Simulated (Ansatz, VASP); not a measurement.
**One calculation of Ta2NbO4, two programs**

```
Ta Nb O
1.0
     0.00000    3.71819    2.94036
     0.00000   -3.71819    2.94036
     5.13348    0.00000    0.00000
Ta Nb O
2 1 4
Direct
  0.49735 0.13649 0.50000
  0.13649 0.49735 0.50000
  0.52126 0.52126 0.00000
  0.38569 0.78763 0.74691
  0.78763 0.38569 0.25309
  0.78763 0.38569 0.74691
  0.38569 0.78763 0.25309
```

Alike in both runs: task single point; functional PBE; k mesh 6 × 6 × 4; occupations gaussian, width 0.2 eV; no spin polarisation.

|  | VASP | Ansatz |
| --- | --- | --- |
| version | VASP 6.6.1 | Ansatz 0.2.0 |
| potentials or method | VASP PAW PBE potentials, release 64 (Ta_pv, Nb_sv, O) | scalar-relativistic, plane waves, PAW |
| plane-wave cutoff (eV) | 520 | 420 |
| valence electrons in the cell | 59 | 63 |

|  | VASP | Ansatz | Ansatz less VASP |
| --- | --- | --- | --- |
| gap on the k mesh at the Fermi level (eV) | none | none | - |
| pressure (GPa) | 0.2 | 0.0 | -0.20 |
| largest component of the traceless stress (GPa) | 0.36 | 0.12 | -0.237 |
| rms of the force components (eV/Å) | 0.039 | 0.022 | -0.0177 |

Atom by atom the forces differ by 0.040 eV/Å (rms over components). A gap of «none» marks a metal or a gap that the smearing closes. The functional is the same, so the differences come from potentials, cutoffs and numerics. The two sets of potentials don't hold the same shells in valence.

Caveats: an odd number of electrons without spin polarisation forces a metal; a magnetic or distorted state may lie lower. Spin-orbit coupling is left out, which matters for the levels of Ta.
